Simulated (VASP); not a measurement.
Consider the following.

```xyz
2
Lattice="0.0000 2.9970 2.9970 2.9970 0.0000 2.9970 2.9970 2.9970 0.0000" Properties=species:S:1:pos:R:3 pbc="T T T"
Cd     0.0000     0.0000     0.0000
S      1.4985     1.4985     1.4985
```

Computed with revPBE GGA, VASP's PBE PAW potentials (set 64) (plane waves; VASP 6.6.1). Numerical set-up: 520 eV cut-off, Gaussian smearing of 0.050 eV, potentials Cd S.

Problem. Give the energies of bands 6 to 11 at the high-symmetry points, in eV from the valence-band maximum.

Solution. 
```json
[
 {"band": "6", "Γ": "-7.10", "X": "-6.73", "U": "-6.63", "L": "-6.79", "W": "-6.59"},
 {"band": "7", "Γ": "0.00", "X": "-3.57", "U": "-3.52", "L": "-3.88", "W": "-3.49"},
 {"band": "8", "Γ": "0.00", "X": "-1.59", "U": "-2.16", "L": "-0.64", "W": "-1.90"},
 {"band": "9", "Γ": "0.00", "X": "-1.59", "U": "-1.30", "L": "-0.64", "W": "-1.89"},
 {"band": "10", "Γ": "1.10", "X": "3.83", "U": "4.31", "L": "2.98", "W": "5.12"},
 {"band": "11", "Γ": "6.61", "X": "4.29", "U": "5.36", "L": "7.06", "W": "5.57"}
]
```

The gap is direct, 1.10 eV, from the valence maximum at Γ to the conduction minimum at Γ.

Measured: gap 2.48 eV at 4 K (computed value off by -1.38 eV), as given by arXiv:1206.3780.

The compound is CdS in the zinc blende structure, a metastable form; wurtzite is the usual one. It was relaxed first, which changed the volume by +9 %.
